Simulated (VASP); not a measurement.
VASP, PAW. Lattice constant a of NaH (rock salt) (static lattice).

| level | lattice constant a (Å) |
|---|---|
| AM05 | 4.843 |
| r2SCAN | 4.778 |

Question: Estimate the lattice constant a from PBE-D3(BJ), PBE-D4, HSE06.

Answer: 
The PBE-D3(BJ) comes out as 4.721 Å and the PBE-D4 is 4.797 Å. The HSE06 is 4.811 Å.

Only levels that ran to the end are used. Left out are those held back, those with too coarse a band path, GW runs whose mesh misses a band edge, hybrids' fits of cells that aren't cubic and levels without matching references; a question may draw on a part of the rest.

The compound is NaH in the rock salt structure.
